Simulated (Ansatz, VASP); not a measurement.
# Cross-check of Al6Si between VASP and Ansatz

Aim: how closely do two programs agree when they are given the same cell, functional and k mesh? The cell is generated by rule, not measured, and may not be a known phase. The cell is taken from a series of runs on this material, whose earlier steps may have relaxed, scaled, displaced or heated it; both programs get it as it stands.

Method: plane waves, with VASP 6.6.1 beside it; zone-centre phonons at PBEsol, in Ansatz 0.2.0.

The structure was built from a prototype and need not be the compound's stable phase.

## Step 1: The starting structure

It takes space group P4/m (No. 83, tetragonal). The conventional cell has a = 5.720 Å, b = 5.720 Å, c = 4.763 Å, α = 90.00°, β = 90.00°, γ = 90.00°. Si has 8 Al at 3.02 Å nearest. Nearest to Al lie 5 Al at 2.62 to 2.74 Å and 2 Si at 3.02 Å. Al has 6 Al at 2.36 to 2.70 Å nearest. Farther neighbours are not listed.

Structure file:

```cif
data_structure
_symmetry_space_group_name_H-M 'P 1'
_symmetry_Int_Tables_number 1
_cell_length_a 5.7196
_cell_length_b 5.7196
_cell_length_c 4.7630
_cell_angle_alpha 90.000
_cell_angle_beta 90.000
_cell_angle_gamma 90.000
_cell_volume 155.81
loop_
_atom_site_label
_atom_site_type_symbol
_atom_site_fract_x
_atom_site_fract_y
_atom_site_fract_z
_atom_site_occupancy
Si1 Si 0.00000 0.00000 0.00000 1
Al2 Al 0.87182 0.29750 0.50000 1
Al3 Al 0.50000 0.50000 0.75236 1
Al4 Al 0.12818 0.70250 0.50000 1
Al5 Al 0.50000 0.50000 0.24764 1
Al6 Al 0.70250 0.87182 0.50000 1
Al7 Al 0.29750 0.12818 0.50000 1
```

## Step 2: Ansatz: zone-centre phonons, PBEsol

Ansatz runs on its default PAW (the set named soft_2) files.

Second derivatives magnify differences that forces hide, and they need a tight electronic threshold.

Input file input.yaml:

```yaml
crystal:
  lattice:
    - [5.7195596724, 0.0, 0.0]
    - [0.0, 5.7195596724, 0.0]
    - [0.0, 0.0, 4.7630069898]
  atoms:
    - { symbol: Si, position: [0.0, 0.0, 0.0] }
    - { symbol: Al, position: [0.871816841, 0.2974997552, 0.5] }
    - { symbol: Al, position: [0.5, 0.5, 0.7523634721] }
    - { symbol: Al, position: [0.128183159, 0.7025002448, 0.5] }
    - { symbol: Al, position: [0.5, 0.5, 0.2476365279] }
    - { symbol: Al, position: [0.7025002448, 0.871816841, 0.5] }
    - { symbol: Al, position: [0.2974997552, 0.128183159, 0.5] }
kpoints:
  mp_grid: { grid: [6, 6, 6] }
hamiltonian:
  xc: pbesol
scf:
  occupations: { method: methfessel_paxton, width: 0.15 }
output:
  eigenvalues: true
phonons:
  method: dfpt
```

Started as:

```bash
$ ansatz run input.yaml --threads 8 --pin off --max-ram 14336MiB --backend cpu --events-out ev --progress --plain --runs-dir out
```

Numbers of over 12 decimals in the logs are rounded to 6 here.

What it wrote:

```text
Engine: ansatz 0.2.0, aarch64-unknown-linux-gnu
Pseudopotentials: kind: paw
Pseudopotential: Si, paw, valence charge 4, recommended cutoff 420 eV (normal), Si.paw.azcp
Pseudopotential: Al, paw, valence charge 3, recommended cutoff 420 eV (normal), Al.paw.azcp
Functional definition: PBEsol
  exchange = pbesol_x
  correlation = pbesol_c
Crystal: 7 atoms, lattice volume = 155.814 Å³
Basis set: ecut = 420 eV, 3075 PW (Γ), exchange–correlation on 80×80×64 points (8 copies of the dense FFT grid, shifted against one another)
Bands: 18, of which v1, the nominal top of the filled ones, is band 11 counted from 1 (10 counted from 0)
Symmetry: 8 space group operations
k-points: 112 of 216 (irreducible under 1 space group operation, time reversal used)
Non-local potential: Si, projectors of the file, l = 0: 2, l = 1: 2, l = 2: 2
Non-local potential: Al, projectors of the file, l = 0: 2, l = 1: 2, l = 2: 1
PAW form: soft (Blöchl's): semilocal exchange-correlation on the pseudo side does not see the compensation charge
PAW frozen core: Si, regenerated for the run's functional, and the local potential with it (the file was generated under x = pbe(κ = 0.804, μ = 0.219515), c = pbe(β = 0.066725))
PAW frozen core: Al, regenerated for the run's functional, and the local potential with it (the file was generated under x = pbe(κ = 0.804, μ = 0.219515), c = pbe(β = 0.066725))
PAW one-centre angular grid: Si, 110 points (default); XC on 64 Gauss nodes
PAW one-centre angular grid: Al, 110 points (default); XC on 64 Gauss nodes
Initial density: superposition of atomic densities (neutral atoms: chi_scale 0, normalization atom), corrected by the library's trained network
Initial wavefunctions: pseudopotential atomic-orbital guess
Functional: x = pbesol(κ = 0.804, μ = 0.123457), c = pbesol(β = 0.046)
SCF iter   1: F=—  HF=-3764.330925 eV  |F-HF|=—  |Δ(HF+E_count)|=         —  Δρ=2.81e-3  dr2=3.01e-2  ethr=1.77e-3  ⟨swp⟩=7.1  Hψ=13052  notcnv=0
preconditioner: auto → Kerker (q_TF=auto, 1.969 Å⁻¹)  [metal: Δε(μ)=0.009 eV  Ē_g=5.898 eV  σ=0.150 eV  W_gap=0.05  n_scr=18 (ndim 8)  ℏωp=14.0 eV  f_vac=0.000  D(μ)=5.03/eV (n_scr^D=30)]
SCF iter   2: F=—  HF=-3764.327983 eV  |F-HF|=—  |Δ(HF+E_count)|=   2.94e-3  S|Δr|=    0.00e0  Δρ=1.55e-3  dr2=7.56e-3  ethr=1.37e-4  ⟨swp⟩=1.0  Hψ=2913  notcnv=0
SCF iter   3: F=—  HF=-3764.327299 eV  |F-HF|=—  |Δ(HF+E_count)|=   6.85e-4  S|Δr|=    0.00e0  Δρ=3.59e-4  dr2=4.81e-4  ethr=3.43e-5  ⟨swp⟩=2.7  Hψ=2962  notcnv=0
SCF iter   4: F=—  HF=-3764.327364 eV  |F-HF|=—  |Δ(HF+E_count)|=   6.52e-5  S|Δr|=    0.00e0  Δρ=1.37e-4  dr2=8.16e-5  ethr=2.18e-6  ⟨swp⟩=1.7  Hψ=2545  notcnv=0
SCF iter   5: F=—  HF=-3764.327382 eV  |F-HF|=—  |Δ(HF+E_count)|=   1.76e-5  S|Δr|=    0.00e0  Δρ=3.09e-5  dr2=2.67e-6  ethr=3.71e-7  ⟨swp⟩=2.5  Hψ=3120  notcnv=0
SCF iter   6: F=—  HF=-3764.327382 eV  |F-HF|=—  |Δ(HF+E_count)|=   6.93e-7  S|Δr|=    0.00e0  Δρ=6.71e-6  dr2=9.48e-8  ethr=1.22e-8  ⟨swp⟩=2.8  Hψ=3255  notcnv=0
SCF iter   7: F=—  HF=-3764.327383 eV  |F-HF|=—  |Δ(HF+E_count)|=   5.23e-7  S|Δr|=    0.00e0  Δρ=1.21e-6  dr2=3.68e-9  ethr=4.31e-10  ⟨swp⟩=2.5  Hψ=2872  notcnv=0
SCF iter   8: F=—  HF=-3764.327383 eV  |F-HF|=—  |Δ(HF+E_count)|=   2.05e-9  S|Δr|=    0.00e0  Δρ=2.37e-7  dr2=1.30e-10  ethr=1.67e-11  ⟨swp⟩=2.6  Hψ=2956  notcnv=0
SCF iter   9: F=-3764.327383 eV  HF=-3764.327383 eV  |F-HF|=4.55e-13  |Δ(HF+E_count)|=  3.50e-11  S|Δr|=    0.00e0  Δρ=2.92e-8  dr2=1.75e-12  ethr=1.00e-12  ⟨swp⟩=11.0  Hψ=10828  notcnv=0
SCF 1 converged in 9 iterations: F = -3764.327383 eV  dr2 = 1.75e-12
  greatest PAW one-centre occupation: 0.709 electrons in one spin orbital (limit 2), on the Si atom at site 0 (counted from 0), in its partial waves of l = 0
DFPT response loops at Γ: preconditioner auto → Kerker (q_TF=auto, 1.969 Å⁻¹) (partly filled bands, converged f_vac=0.000); β = 1.00, the filter's whole step (`scf.mixing.beta` (0.50) is not read by the response loops under this deck's `scf.mixing.preconditioner`; to damp them name `kerker` or `kerker_dos`, under which they read `scf.mixing.beta`, and type it under 1.00, their step now; both keys bind the ground state too); Broyden in place of MSR1
SCF converged after 9 iterations
Stability not checked: this state was not tested for a lower state beside it, because cold or Methfessel-Paxton smearing, or corrected tetrahedra, fill the levels in a way that the test cannot read (fill_not_monotonic; see scf.lower_state_search)
Free energy (F): -3764.327383 eV
Harris-Foulkes:  -3764.327383 eV  (|F-HF|=4.55e-13)
Internal energy: -3764.318631 eV  (E = F + TS)
E sigma→0 (E₀):  -3764.325195 eV
Entropy (-TS):   -0.008752 eV (-1.250 meV/atom)
Fermi energy:    4.802573 eV
--- Per-component energies (eV) ---
  E_band       = 17.519669
  E_kinetic    = 163.949780
  E_local      = -54.921048  (includes V_loc(G=0)·N_el)
  E_nonlocal   = 92.061353
  E_hartree    = 26.102521
  E_xc         = -283.671801
  E_vxc        = -211.794685  (∫ρ·V_xc dr)
  E_paw        = -3226.960220  (= ΣΔE_a)
  E_vpaw       = -23.980766  (= ΣTr[D̂ρ^β])
  E_aug_tail   = -0.000007  (compensation charges beyond the density's cutoff)
  E_ewald      = -481.025604
  E_core_change = 0.146395  (= ΣΔE_core)
  E_smearing   = -0.008752  (= −TS)
  E_closure    = 0.000000  (closes the sum)
  Σ components = -3764.327383   (vs F -3764.327383, Δ=0.00e0)
--- Band table (eV; the first three rows and the last of 112) ---
  k-point 0: bands = [... 7 lower, 3.1292, 3.4532, 3.4532, 4.4808, 4.6672, 4.7129, 6.1743, 6.1743, ... 3 higher]
  k-point 1: bands = [... 7 lower, 3.1436, 3.5395, 3.5395, 4.5815, 4.8182, 4.8402, 4.8402, 6.2147, ... 3 higher]
  k-point 2: bands = [... 7 lower, 3.2873, 3.2873, 4.1126, 4.1763, 4.1763, 4.8275, 5.9742, 6.0110, ... 3 higher]
  k-point 111: bands = [... 7 lower, 1.7883, 5.4465, 5.4465, 6.4673, 6.5000, 6.7679, 6.7679, 6.9512, ... 3 higher]
--- Phonons (Γ-DFPT): 7 representative perturbations + reference, on 112 of 216 k-points (Σ response iterations 21) ---
  k mesh reduced under 1 symmetry operation, with k and −k counted as one. Each operation leaves every solved perturbation unchanged. A smaller set is not used because it would not reduce the number of displacements times k-points to solve
  ASR residual: 5.966e-5 → 0.000e0 eV/Å²; symmetrization residual: 2.626e-6 eV/Å²
  ASR residual per site (eV/Å²): 1.43e-5 1.76e-5 5.97e-5 1.76e-5 5.97e-5 1.76e-5 1.76e-5
  Γ frequencies (cm⁻¹): -137.11 -137.11 -98.77 -76.91 0.00 0.00 0.00 25.40 25.40 125.34 134.44 134.44 142.09 142.09 147.28 155.51 307.12 327.72 327.98 327.98 596.58
  non-analytic LO–TO correction: not included (Born effective charges unavailable; polar crystals: no LO–TO splitting at Γ)
```

The column dr2 measures how far the density is from self-consistency, as an energy; F and HF (Harris–Foulkes) agree once it is small.

(Part 1 of 3 ends here.)

[Lines on the potential files, build, host, timing and source positions are cut from VASP's logs without a mark.]

[Logs are printed without paths, hosts, clocks, repeated set-up lines and the standing remarks that a program may print on its own settings, such as how far it seeks lower states.]

[Hosts, paths, dates, database ids (printed as entryN), source tags and the programs' standing remarks are cut or masked in the printed files.]
